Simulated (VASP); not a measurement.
A VASP calculation is set up with these files.

POSCAR:
```
Ga2O3
5.3316870
  0.4686509167   0.2705757108   0.8409252081
 -0.4686509167   0.2705757108   0.8409252081
  0.0000000000  -0.5411514217   0.8409252081
Ga O
4 6
direct
  0.8417650000   0.8619260000   0.8595070000
  0.1274880000   0.1493370000   0.1573140000
  0.6371820000   0.6585930000   0.6306120000
  0.3645300000   0.3612850000   0.3522870000
  0.7577650000   0.4299070000   0.0688970000
  0.2490850000   0.5520860000   0.9484720000
  0.0626620000   0.7368000000   0.4637910000
  0.9535880000   0.2542800000   0.5309470000
  0.4568520000   0.0399660000   0.7466620000
  0.5490830000   0.9558200000   0.2415110000
```

**KPOINTS**
```
Automatic mesh
0
Gamma
7 7 7
0 0 0
```

INCAR:
```
ALGO  =  Normal
EDIFF  =  1E-09
ENCUT  =  560
GGA  =  RE
ISIF  =  2
ISMEAR  =  0
LASPH  =  .TRUE.
LCHARG  =  .FALSE.
LMAXMIX  =  4
LREAL  =  .FALSE.
LWAVE  =  .FALSE.
NELM  =  100
PREC  =  Accurate
SIGMA  =  0.01
SYSTEM  =  Ga2O3
```

POTCAR, in this order: Ga_d O (PBE.64 set). Program: vasp_std.

**Question.** Write an equivalent input for Quantum ESPRESSO's pw.x.

**Answer.** One equivalent input (not run):
```
&CONTROL
  calculation = 'scf'
  pseudo_dir = './pseudo'
  outdir = './out'
  tprnfor = .true.
  tstress = .true.
/
&SYSTEM
  ibrav = 0
  nat = 10
  ntyp = 2
  ecutwfc = 84
  occupations = 'smearing'
  smearing = 'gaussian'
  degauss = 0.000735
  input_dft = 'revpbe'
/
&ELECTRONS
  conv_thr = 7.3e-11
  electron_maxstep = 100
/
ATOMIC_SPECIES
  Ga 69.723 Ga.upf
  O 15.999 O.upf
CELL_PARAMETERS angstrom
     2.4987000    1.4426250    4.4835500
    -2.4987000    1.4426250    4.4835500
     0.0000000   -2.8852500    4.4835500
ATOMIC_POSITIONS crystal
  Ga   0.8417650  0.8619260  0.8595070
  Ga   0.1274880  0.1493370  0.1573140
  Ga   0.6371820  0.6585930  0.6306120
  Ga   0.3645300  0.3612850  0.3522870
  O    0.7577650  0.4299070  0.0688970
  O    0.2490850  0.5520860  0.9484720
  O    0.0626620  0.7368000  0.4637910
  O    0.9535880  0.2542800  0.5309470
  O    0.4568520  0.0399660  0.7466620
  O    0.5490830  0.9558200  0.2415110
K_POINTS automatic
  7 7 7 0 0 0
```
What does not carry over: the potentials are each code's own (VASP's PAW set, PseudoDojo norm-conserving files in pw.x), so ENCUT and ecutwfc are chosen apart and not converted; conv_thr bounds pw.x's estimated SCF error, while EDIFF bounds the energy change between steps.

The structure comes from a computed database's Ga2O3 entry; how it stands against other phases isn't given here. The cell was not relaxed at this level. The run is one of a series of settings (EDIFF = 1E-09, ENCUT = 560, KPOINTS 7×7×7 Γ-centred mesh against the base run), some of them coarse on purpose.
